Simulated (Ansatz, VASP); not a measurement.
## ZnS (Wurtzite-2H): VASP beside Ansatz

Aim: how closely do two programs agree when they are given the same cell, functional and k mesh? The cell is taken from a series of runs on this material, whose earlier steps may have relaxed, scaled, displaced or heated it; both programs get it as it stands.

Main program and level: Ansatz 0.2.0; plane waves, with VASP 6.6.1 beside it; zone-centre phonons at r2SCAN.

## (1) Starting point

The structure is hexagonal, space group P6_3mc (No. 186). The conventional cell has a = 3.807 Å, b = 3.807 Å, c = 6.247 Å, α = 90.00°, β = 90.00°, γ = 120.00°. Nearest to Zn lie 4 S at 2.33 to 2.34 Å. Nearest to S lie 4 Zn at 2.33 to 2.34 Å. Farther neighbours and most contacts between anions are not listed.

Structure file:

```cif
data_structure
_symmetry_space_group_name_H-M 'P6_3mc'
_symmetry_Int_Tables_number 186
_cell_length_a 3.8070
_cell_length_b 3.8070
_cell_length_c 6.2469
_cell_angle_alpha 90.000
_cell_angle_beta 90.000
_cell_angle_gamma 120.000
_cell_volume 78.41
loop_
_atom_site_label
_atom_site_type_symbol
_atom_site_symmetry_multiplicity
_atom_site_Wyckoff_symbol
_atom_site_fract_x
_atom_site_fract_y
_atom_site_fract_z
_atom_site_occupancy
Zn1 Zn 2 b 0.33333 0.66667 0.00038 1
S1 S 2 b 0.33333 0.66667 0.37462 1
```

## (2) VASP: zone-centre phonons, r2SCAN

Second derivatives magnify differences that forces hide, and they need a tight electronic threshold.

Lines of VASP's logs that name or quote its potential files are left out, and so is its time.

Input file INCAR:

```
SYSTEM = ZnS
PREC = Accurate
ENCUT = 550
EDIFF = 1E-08
NELM = 120
ISMEAR = 0
SIGMA = 0.01
LREAL = .FALSE.
ALGO = Normal
METAGGA = R2SCAN
LASPH = .TRUE.
NBANDS = 24
LORBIT = 11
LWAVE = .FALSE.
LCHARG = .FALSE.
ISIF = 2
IBRION = 6
NFREE = 2
POTIM = 0.015
NSW = 1
GGA_COMPAT = .FALSE.
EFERMI = MIDGAP
LMIXTAU = .TRUE.
KPAR = 2
```

Input file POSCAR:

```
ZnS
1.0
    3.8070229660      0.0000000000      0.0000000000
   -1.9035114830      3.2969786014      0.0000000000
    0.0000000000      0.0000000000      6.2468941987
Zn S
2 2
Direct
    0.3333333333      0.6666666667      0.0003799406
    0.6666666667      0.3333333333      0.5003799406
    0.3333333333      0.6666666667      0.3746200594
    0.6666666667      0.3333333333      0.8746200594
```

Input file KPOINTS:

```
Automatic mesh
0
Gamma
9 9 4
0 0 0
```

The projector-augmented-wave data sets are Zn and S (PBE family, release 64).

Run with:

```console
$ mpirun -np 2 vasp_std
```

Numbers of over 12 decimals in the logs are rounded to 6 here.

The program printed:

```text
[banner, memory and clock lines left out]
running    2 mpi-ranks, on    1 nodes
 distrk:  each k-point on    1 cores,    2 groups
 distr:  one band on    1 cores,    1 groups

 POSCAR found type information on POSCAR ZnS
 POSCAR found :  2 types and       4 ions
|                                                                             |
|               ----> ADVICE to this user running VASP <----                  |
|                                                                             |
|     You enforced a specific xc type in the INCAR file but a different       |
|     [... a line on the potential file left out ...]
|     I HOPE YOU KNOW WHAT YOU ARE DOING!                                     |
|                                                                             |

 LDA part: xc-table for (None), standard interpolation
 POSCAR, INCAR and KPOINTS ok, starting setup
 FFT: planning ... GRIDC
 FFT: planning ... GRID_SOFT
 FFT: planning ... GRID
 WAVECAR not read
 entering main loop
       N       E                     dE             d eps       ncg     rms          rms(c)
DAV:   1     0.213298709179E+03    0.21330E+03   -0.18327E+04  1728   0.192E+03
DAV:   2    -0.219105384980E+02   -0.23521E+03   -0.22741E+03  1848   0.379E+02
DAV:   3    -0.434341146336E+02   -0.21524E+02   -0.21413E+02  2120   0.116E+02
DAV:   4    -0.438536613513E+02   -0.41955E+00   -0.41920E+00  2032   0.168E+01
DAV:   5    -0.438607206529E+02   -0.70593E-02   -0.70585E-02  2176   0.201E+00    0.102E+01
DAV:   6    -0.397090704109E+02    0.41517E+01   -0.34970E+00  2104   0.490E+01    0.922E+00
DAV:   7    -0.371288423245E+02    0.25802E+01   -0.11090E+00  1728   0.125E+01    0.461E+00
DAV:   8    -0.376647471478E+02   -0.53590E+00   -0.88512E-01  1848   0.682E+00    0.141E+00
DAV:   9    -0.377090695100E+02   -0.44322E-01   -0.23549E-01  1760   0.433E+00    0.846E-01
DAV:  10    -0.376659808373E+02    0.43089E-01   -0.83391E-02  1808   0.262E+00    0.471E-01
DAV:  11    -0.377098493319E+02   -0.43868E-01   -0.35842E-02  1768   0.174E+00    0.156E-01
DAV:  12    -0.377164650567E+02   -0.66157E-02   -0.19590E-02  1864   0.109E+00    0.884E-02
DAV:  13    -0.377181038953E+02   -0.16388E-02   -0.10140E-03  2384   0.334E-01    0.412E-02
DAV:  14    -0.377221794998E+02   -0.40756E-02   -0.57806E-03  1800   0.640E-01    0.819E-02
[...]
DAV:  18    -0.377228334466E+02   -0.48377E-07   -0.24800E-06  2280   0.122E-02    0.377E-03
DAV:  19    -0.377228342479E+02   -0.80121E-06   -0.64240E-07  1904   0.780E-03    0.802E-04
DAV:  20    -0.377228352255E+02   -0.97760E-06   -0.10170E-07  2184   0.291E-03    0.696E-04
DAV:  21    -0.377228349619E+02    0.26353E-06   -0.15036E-08  1408   0.179E-03    0.774E-04
DAV:  22    -0.377228350473E+02   -0.85392E-07   -0.14711E-08  1296   0.232E-03    0.301E-04
DAV:  23    -0.377228348625E+02    0.18480E-06   -0.84364E-09  1232   0.745E-04    0.114E-04
DAV:  24    -0.377228348930E+02   -0.30514E-07   -0.15700E-09  1008   0.357E-04    0.131E-04
DAV:  25    -0.377228348887E+02    0.43010E-08   -0.26629E-10  1016   0.188E-04
   1 F= -.37722835E+02 E0= -.37722835E+02  d E =0.000000E+00
[... from here on, the cycles between the ionic steps are left out ...]
   2 F= -.37722127E+02 E0= -.37722127E+02  d E =0.000000E+00
   4 F= -.37721746E+02 E0= -.37721746E+02  d E =0.000000E+00
   5 F= -.37722182E+02 E0= -.37722182E+02  d E =0.000000E+00
   6 F= -.37722089E+02 E0= -.37722089E+02  d E =0.000000E+00
   7 F= -.37722089E+02 E0= -.37722089E+02  d E =0.000000E+00
   8 F= -.37721767E+02 E0= -.37721767E+02  d E =0.000000E+00
 Finite differences progress:
  Degree of freedom:   4/  4
  Displacement:        1/  2
  Total:               7/  8
 bond charge predicted
       N       E                     dE             d eps       ncg     rms          rms(c)
DAV:   1    -0.377159574993E+02    0.58099E-02   -0.86222E-01  2064   0.412E+00    0.387E-01
DAV:   2    -0.377210826152E+02   -0.51251E-02   -0.47570E-02  2584   0.187E+00    0.150E-01
DAV:   3    -0.377216642805E+02   -0.58167E-03   -0.13709E-03  2272   0.552E-01    0.122E-01
DAV:   4    -0.377216608286E+02    0.34518E-05   -0.46782E-04  2312   0.255E-01    0.488E-02
DAV:   5    -0.377216950540E+02   -0.34225E-04   -0.24215E-04  2144   0.250E-01    0.142E-02
DAV:   6    -0.377217317824E+02   -0.36728E-04   -0.99535E-05  2112   0.721E-02    0.177E-02
DAV:   7    -0.377217486844E+02   -0.16902E-04   -0.82530E-06  2592   0.257E-02    0.100E-02
DAV:   8    -0.377217455906E+02    0.30938E-05   -0.85692E-07  2336   0.988E-03    0.689E-03
DAV:   9    -0.377217488710E+02   -0.32803E-05   -0.18989E-06  2176   0.144E-02    0.897E-04
DAV:  10    -0.377217488030E+02    0.68023E-07   -0.15358E-07  2384   0.439E-03    0.810E-04
DAV:  11    -0.377217489547E+02   -0.15178E-06   -0.17191E-08  1808   0.152E-03    0.499E-04
DAV:  12    -0.377217489703E+02   -0.15526E-07   -0.77845E-09  1472   0.112E-03    0.309E-04
DAV:  13    -0.377217490208E+02   -0.50513E-07   -0.40322E-09  1216   0.116E-03    0.454E-04
DAV:  14    -0.377217490164E+02    0.44110E-08   -0.18574E-09  1120   0.709E-04
   9 F= -.37721749E+02 E0= -.37721749E+02  d E =0.000000E+00
 Finite differences progress:
  Degree of freedom:   4/  4
  Displacement:        2/  2
  Total:               8/  8
```

From OUTCAR (step 2):

```text
ion  position               nearest neighbor table
   1  0.333  0.667  0.000-   4 2.33   4 2.33   4 2.33   3 2.34
   2  0.667  0.333  0.500-   3 2.33   3 2.33   3 2.33   4 2.34
   3  0.333  0.667  0.375-   2 2.33   2 2.33   2 2.33   1 2.34
   4  0.667  0.333  0.875-   1 2.33   1 2.33   1 2.33   2 2.34

  LATTYP: Found a hexagonal cell.
 ALAT       =     3.8070229660
 C/A-ratio  =     1.6408869225

 Subroutine GETGRP returns: Found 12 space group operations
 (whereof  6 operations were pure point group operations)

The static configuration has the point symmetry C_3v.
 The point group associated with its full space group is C_6v.

 Found     36 irreducible k-points:

   k-points           NKPTS =     36   k-points in BZ     NKDIM =     36   number of bands    NBANDS=     24

   dimension x,y,z NGX =    30 NGY =   30 NGZ =   48
   dimension x,y,z NGXF=    60 NGYF=   60 NGZF=   96

   ENCUT  =  550.0 eV  40.42 Ry    6.36 a.u.   7.28  7.28 11.95*2*pi/ulx,y,z

   NELECT =      36.0000    total number of electrons

 k-points in reciprocal lattice and weights: Automatic mesh
   0.00000000  0.00000000  0.00000000       0.003
   0.11111111  0.00000000  0.00000000       0.019
   0.22222222  0.00000000  0.00000000       0.019
   0.33333333  0.00000000  0.00000000       0.019
   0.44444444  0.00000000  0.00000000       0.019
   0.11111111  0.11111111  0.00000000       0.019
   0.22222222  0.11111111  0.00000000       0.037
   0.33333333  0.11111111  0.00000000       0.037
   0.44444444  0.11111111  0.00000000       0.019
[...]
0.33333333  0.22222222  0.50000000       0.037
   0.33333333  0.33333333  0.50000000       0.006

 average (electrostatic) potential at core
       1 -41.7354       2 -41.7327       3 -91.5546       4 -91.5586

 E-fermi :   3.3036

 k-point     1 :       0.0000    0.0000    0.0000
  band No.  band energies     occupation
    ...
     14       0.9875      2.00000
     15       0.9875      2.00000
     16       1.8183      2.00000
     17       1.9143      2.00000
     18       1.9143      2.00000
     19       4.6929      0.00000
     20       5.5417      0.00000
     21       8.7133      0.00000
     22       8.7133      0.00000
     23       8.9877      0.00000
    ...

 k-point     2 :       0.1111    0.0000    0.0000
  band No.  band energies     occupation
    ...
     14       0.3544      2.00000
     15       0.7896      2.00000
     16       1.2241      2.00000
     17       1.7085      2.00000
     18       1.8089      2.00000
     19       5.3159      0.00000
     20       6.1107      0.00000
     21       8.3237      0.00000
     22       8.9583      0.00000
     23       9.2263      0.00000
    ...

 k-point     3 :       0.2222    0.0000    0.0000
  band No.  band energies     occupation
    ...
     14      -0.8415      2.00000
     15       0.0133      2.00000
     16       0.3481      2.00000
     17       1.3654      2.00000
     18       1.5360      2.00000
     19       6.2122      0.00000
     20       6.5319      0.00000
     21       8.2441      0.00000
     22       9.0124      0.00000
     23       9.3584      0.00000
    ...

  Total       -0.0519859     -0.0519859      0.0936326     -0.0000000      0.0000000      0.0000000
  in kB       -1.0622595     -1.0622595      1.9132502     -0.0000000      0.0000000      0.0000000
  external PRESSURE =      -0.0704229 kB  Pullay stress =       0.0000000 kB

  energy-cutoff  :      550.00
  volume of cell :       78.41
      direct lattice vectors                 reciprocal lattice vectors
     3.807022966  0.000000000  0.000000000     0.262672437  0.151654002  0.000000000
    -1.903511483  3.296978601  0.000000000     0.000000000  0.303308004  0.000000000
     0.000000000  0.000000000  6.246894199     0.000000000  0.000000000  0.160079548

 POSITION                                       TOTAL-FORCE (eV/Angst)
 -----------------------------------------------------------------------------------
     -0.00000      2.19799      0.00237        -0.000000     -0.000000     -0.072170
      1.90351      1.09899      3.12582        -0.000000      0.000000     -0.036485
     -0.00000      2.19799      2.32521         0.000000     -0.000000      0.155773
      1.90351      1.09899      5.46366        -0.000000      0.000000     -0.047118
 -----------------------------------------------------------------------------------
    total drift:                                0.000000      0.000000     -0.039666

  FREE ENERGIE OF THE ION-ELECTRON SYSTEM (eV)
  ---------------------------------------------------
  free  energy   TOTEN  =       -37.7217490164 eV

  energy  without entropy=      -37.7217490164  energy(sigma->0) =      -37.72174902

 Eigenvectors and eigenvalues of the dynamical matrix
 ----------------------------------------------------

   1 f  =   10.178152 THz    63.951216 2PiTHz  339.506612 cm-1    42.093436 meV
             X         Y         Z           dx          dy          dz
     -0.000000  2.197986  0.002373    -0.000000    0.000000    0.121161
      1.903511  1.098993  3.125821     0.000000    0.000000   -0.121161
     -0.000000  2.197986  2.340212    -0.000000    0.000000   -0.696649
      1.903511  1.098993  5.463659     0.000000   -0.000000    0.696649

   2 f  =    8.468212 THz    53.207342 2PiTHz  282.469131 cm-1    35.021693 meV
             X         Y         Z           dx          dy          dz
     -0.000000  2.197986  0.002373     0.000000    0.355813    0.000000
      1.903511  1.098993  3.125821    -0.000000   -0.355813   -0.000000
     -0.000000  2.197986  2.340212     0.000000    0.611063   -0.000000
      1.903511  1.098993  5.463659    -0.000000   -0.611063   -0.000000

   3 f  =    8.468212 THz    53.207342 2PiTHz  282.469131 cm-1    35.021693 meV
             X         Y         Z           dx          dy          dz
     -0.000000  2.197986  0.002373     0.355813   -0.000000   -0.000000
      1.903511  1.098993  3.125821    -0.355813    0.000000   -0.000000
     -0.000000  2.197986  2.340212     0.611063   -0.000000    0.000000
      1.903511  1.098993  5.463659    -0.611063    0.000000    0.000000

   4 f  =    8.291452 THz    52.096730 2PiTHz  276.573069 cm-1    34.290675 meV
             X         Y         Z           dx          dy          dz
     -0.000000  2.197986  0.002373     0.000002   -0.409816   -0.000000
      1.903511  1.098993  3.125821     0.000002   -0.409816   -0.000000
     -0.000000  2.197986  2.340212    -0.000003    0.576239    0.000000
      1.903511  1.098993  5.463659    -0.000003    0.576239    0.000000

   5 f  =    8.291452 THz    52.096730 2PiTHz  276.573069 cm-1    34.290675 meV
             X         Y         Z           dx          dy          dz
     -0.000000  2.197986  0.002373    -0.409816   -0.000002    0.000000
      1.903511  1.098993  3.125821    -0.409816   -0.000002    0.000000
     -0.000000  2.197986  2.340212     0.576239    0.000003   -0.000000
      1.903511  1.098993  5.463659     0.576239    0.000003   -0.000000

   6 f  =    8.151916 THz    51.220000 2PiTHz  271.918655 cm-1    33.713601 meV
             X         Y         Z           dx          dy          dz
     -0.000000  2.197986  0.002373     0.000000   -0.000000    0.404332
      1.903511  1.098993  3.125821     0.000000   -0.000000    0.404332
     -0.000000  2.197986  2.340212    -0.000000    0.000000   -0.580100
      1.903511  1.098993  5.463659    -0.000000    0.000000   -0.580100

   7 f  =    5.826668 THz    36.610034 2PiTHz  194.356722 cm-1    24.097151 meV
             X         Y         Z           dx          dy          dz
     -0.000000  2.197986  0.002373    -0.000000   -0.000000    0.696649
      1.903511  1.098993  3.125821    -0.000000   -0.000000   -0.696649
     -0.000000  2.197986  2.340212    -0.000000   -0.000000    0.121161
      1.903511  1.098993  5.463659     0.000000    0.000000   -0.121161

   8 f  =    2.419094 THz    15.199615 2PiTHz   80.692284 cm-1    10.004564 meV
             X         Y         Z           dx          dy          dz
     -0.000000  2.197986  0.002373    -0.000016    0.611063   -0.000000
      1.903511  1.098993  3.125821     0.000016   -0.611063   -0.000000
     -0.000000  2.197986  2.340212     0.000009   -0.355813   -0.000000
      1.903511  1.098993  5.463659    -0.000009    0.355813   -0.000000

   9 f  =    2.419094 THz    15.199615 2PiTHz   80.692284 cm-1    10.004564 meV
             X         Y         Z           dx          dy          dz
     -0.000000  2.197986  0.002373     0.611063    0.000016    0.000000
      1.903511  1.098993  3.125821    -0.611063   -0.000016    0.000000
     -0.000000  2.197986  2.340212    -0.355813   -0.000009    0.000000
      1.903511  1.098993  5.463659     0.355813    0.000009    0.000000

  10 f/i=    0.017900 THz     0.112466 2PiTHz    0.597065 cm-1     0.074027 meV
             X         Y         Z           dx          dy          dz
     -0.000000  2.197986  0.002373     0.000000   -0.000000    0.580100
      1.903511  1.098993  3.125821     0.000000   -0.000000    0.580100
     -0.000000  2.197986  2.340212     0.000000   -0.000000    0.404332
      1.903511  1.098993  5.463659     0.000000   -0.000000    0.404332

  11 f/i=    0.060435 THz     0.379724 2PiTHz    2.015890 cm-1     0.249938 meV
             X         Y         Z           dx          dy          dz
     -0.000000  2.197986  0.002373    -0.572293    0.067321    0.000000
      1.903511  1.098993  3.125821    -0.572293    0.067321    0.000000
     -0.000000  2.197986  2.340212    -0.407009    0.047878    0.000000
      1.903511  1.098993  5.463659    -0.407009    0.047878    0.000000

  12 f/i=    0.060435 THz     0.379724 2PiTHz    2.015890 cm-1     0.249938 meV
             X         Y         Z           dx          dy          dz
     -0.000000  2.197986  0.002373    -0.067321   -0.572293   -0.000000
      1.903511  1.098993  3.125821    -0.067321   -0.572293   -0.000000
     -0.000000  2.197986  2.340212    -0.047878   -0.407009   -0.000000
      1.903511  1.098993  5.463659    -0.047878   -0.407009   -0.000000

 ELASTIC MODULI CONTR FROM IONIC RELAXATION (kBar)
 Direction    XX          YY          ZZ          XY          YZ          ZX
 --------------------------------------------------------------------------------
 XX        -307.1702    147.0625    135.7549     -0.0000     -0.0000      0.0000
 YY         147.0625   -307.1702    135.7549      0.0000     -0.0000     -0.0000
 ZZ         135.7549    135.7549   -230.2125     -0.0000     -0.0000     -0.0000
 XY          -0.0000      0.0000     -0.0000   -227.1163     -0.0000     -0.0000
 YZ           0.0000      0.0000     -0.0000     -0.0000    -83.7648     -0.0000
 ZX           0.0000     -0.0000     -0.0000     -0.0000     -0.0000    -83.7820
 --------------------------------------------------------------------------------

 total charge
# of ion       s       p       d       tot
------------------------------------------
    1        0.501   0.479   9.819  10.798
    2        0.501   0.479   9.819  10.798
    3        1.302   2.470   0.000   3.772
    4        1.302   2.470   0.000   3.772
--------------------------------------------------
tot          3.606   5.897  19.638  29.141

[... 3 further parts left out ...]
```

CONTCAR:

```
ZnS
   1.00000000000000
     3.8070229659999999    0.0000000000000000    0.0000000000000000
    -1.9035114829999999    3.2969786014000002    0.0000000000000000
     0.0000000000000000    0.0000000000000000    6.2468941986999997
  Zn              S
     2     2
Direct
     0.3333333332999970    0.6666666667000030    0.0003799405999985
     0.6666666667000030    0.3333333332999970    0.5003799405999985
     0.3333333332999971    0.6666666667000031    0.3722188661793573
     0.6666666667000030    0.3333333332999970    0.8746200594000015
```

Levels, forces or a CONTCAR printed for this step are those of its last displaced cell, not of the structure at rest.

(Part 1 of 2 ends here.)

[Lines on the potential files, build, host, timing and source positions are cut from VASP's logs without a mark.]

[Logs are printed without paths, hosts, clocks, repeated set-up lines and the standing remarks that a program may print on its own settings, such as how far it seeks lower states.]

[Hosts, paths, dates, database ids (printed as entryN), source tags and the programs' standing remarks are cut or masked in the printed files.]
